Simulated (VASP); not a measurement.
A convergence study with VASP on Ge (diamond): one setting is varied, all else stays as given below, so the limit is that of these other settings. The cell's lengths are 1 % over those of the tabulated start and one atom is moved, so it is off equilibrium.

```
Ge
1.0
    0.00000     2.85729     2.85729
    2.85729     0.00000     2.85729
    2.85729     2.85729     0.00000
Ge
2
Direct
  0.00000   0.00000   0.00000
  0.23940   0.26060   0.26060
```

These are PBEsol GGA, VASP's PBE PAW potentials (set 64) (plane waves; VASP) values and carry that method's errors. The tightest run used: 1000 eV cut-off, 9×9×9 Γ-centred mesh, Gaussian smearing of 0.050 eV, potentials Ge_d.

Problem. The settings run are ENCUT = 150; ENCUT = 250; ENCUT = 350; ENCUT = 450; ENCUT = 550; ENCUT = 600; ENCUT = 650; ENCUT = 700; ENCUT = 750; ENCUT = 800; ENCUT = 850; ENCUT = 1000. From which on does the energy per atom stay within 0.01 eV/atom of the tightest run?

Solution. From ENCUT = 350 on: it is off by 0.0008 there and by no more than 0.01 in any finer run, while ENCUT = 250 is off by 0.0875.
```json
[
 {"setting": "ENCUT = 150", "E (eV/atom)": "22.1489", "pressure (GPa)": "-1140.47", "largest force (eV/Å)": "1.806", "plane waves": "202", "difference judged (eV/atom)": "27.0719"},
 {"setting": "ENCUT = 250", "E (eV/atom)": "-4.8354", "pressure (GPa)": "-19.90", "largest force (eV/Å)": "0.598", "plane waves": "432", "difference judged (eV/atom)": "0.0875"},
 {"setting": "ENCUT = 350", "E (eV/atom)": "-4.9238", "pressure (GPa)": "-1.17", "largest force (eV/Å)": "0.605", "plane waves": "702", "difference judged (eV/atom)": "0.0008"},
 {"setting": "ENCUT = 450", "E (eV/atom)": "-4.9224", "pressure (GPa)": "-1.45", "largest force (eV/Å)": "0.605", "plane waves": "1022", "difference judged (eV/atom)": "0.0006"},
 {"setting": "ENCUT = 550", "E (eV/atom)": "-4.9229", "pressure (GPa)": "-1.17", "largest force (eV/Å)": "0.605", "plane waves": "1384", "difference judged (eV/atom)": "0.0001"},
 {"setting": "ENCUT = 600", "E (eV/atom)": "-4.9229", "pressure (GPa)": "-1.19", "largest force (eV/Å)": "0.605", "plane waves": "1580", "difference judged (eV/atom)": "0.0000"},
 {"setting": "ENCUT = 650", "E (eV/atom)": "-4.9228", "pressure (GPa)": "-1.18", "largest force (eV/Å)": "0.605", "plane waves": "1807", "difference judged (eV/atom)": "0.0001"},
 {"setting": "ENCUT = 700", "E (eV/atom)": "-4.9229", "pressure (GPa)": "-1.21", "largest force (eV/Å)": "0.605", "plane waves": "1980", "difference judged (eV/atom)": "0.0000"},
 {"setting": "ENCUT = 750", "E (eV/atom)": "-4.9230", "pressure (GPa)": "-1.16", "largest force (eV/Å)": "0.605", "plane waves": "2195", "difference judged (eV/atom)": "0.0000"},
 {"setting": "ENCUT = 800", "E (eV/atom)": "-4.9230", "pressure (GPa)": "-1.17", "largest force (eV/Å)": "0.605", "plane waves": "2424", "difference judged (eV/atom)": "0.0001"},
 {"setting": "ENCUT = 850", "E (eV/atom)": "-4.9230", "pressure (GPa)": "-1.17", "largest force (eV/Å)": "0.605", "plane waves": "2685", "difference judged (eV/atom)": "0.0001"},
 {"setting": "ENCUT = 1000", "E (eV/atom)": "-4.9229", "pressure (GPa)": "-1.18", "largest force (eV/Å)": "0.605", "plane waves": "3383", "difference judged (eV/atom)": "0.0000"}
]
```

Left out are rungs that failed or repeat a setting and relaxations that didn't move; long series are thinned to 24 rows.

The compound is Ge in the diamond structure. The cell was not relaxed at this level, it is distorted from the ideal structure.
